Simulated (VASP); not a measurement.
An input for Quantum ESPRESSO's pw.x (written as the equivalent of a VASP run, and not itself run):

```
&CONTROL
  calculation = 'scf'
  pseudo_dir = './pseudo'
  outdir = './out'
  tprnfor = .true.
  tstress = .true.
/
&SYSTEM
  ibrav = 0
  nat = 2
  ntyp = 2
  ecutwfc = 82
  occupations = 'smearing'
  smearing = 'gaussian'
  degauss = 0.003675
  input_dft = 'vdw-df2'
/
&ELECTRONS
  conv_thr = 7.3e-09
  electron_maxstep = 100
/
ATOMIC_SPECIES
  Ag 107.868 Ag.upf
  Cl 35.450 Cl.upf
CELL_PARAMETERS angstrom
     0.0000000    2.8539292    2.8539292
     2.8539292    0.0000000    2.8539292
     2.8539292    2.8539292    0.0000000
ATOMIC_POSITIONS crystal
  Ag   0.0000000  0.0000000  0.0000000
  Cl   0.5000000  0.5000000  0.5000000
K_POINTS automatic
  8 8 8 0 0 0
```

Translate this input to VASP (INCAR, KPOINTS, POSCAR, choice of POTCAR).

This is not unique; one that fits is 
File KPOINTS:
```
Automatic mesh
0
Gamma
8 8 8
0 0 0
```

**INCAR**
```
! general
SYSTEM   = AgCl
PREC     = Accurate
ENCUT    = 520
LREAL    = .FALSE.
LASPH    = .TRUE.

! electronic loop
EDIFF    = 1E-7
NELM     = 100
ALGO     = Normal
LMAXMIX  = 4

! smearing
ISMEAR   = 0
SIGMA    = 0.05

! functional
GGA      = ML
LUSE_VDW = .TRUE.
AGGAC    = 0.0
ZAB_VDW  = -1.8867

! ions
ISIF     = 2

! output
LWAVE    = .FALSE.
LCHARG   = .FALSE.
```

**POSCAR**
```
AgCl
1.0
  0.0000000000   2.8539292034   2.8539292034
  2.8539292034   0.0000000000   2.8539292034
  2.8539292034   2.8539292034   0.0000000000
Ag Cl
1 1
Cartesian
  0.0000000000   0.0000000000   0.0000000000
  2.8539292034   2.8539292034   2.8539292034
```

POTCAR, in this order: Ag Cl (PBE.64 set). Program: vasp_std.

The two are equivalent in intent, not identical: the potentials are each code's own (VASP's PAW set, PseudoDojo norm-conserving files in pw.x), so ENCUT and ecutwfc are chosen apart and not converted; conv_thr bounds pw.x's estimated SCF error, while EDIFF bounds the energy change between steps.

The compound is AgCl in the rock salt structure. This cell is one point of a volume scan, at 0.97 of the reference volume.
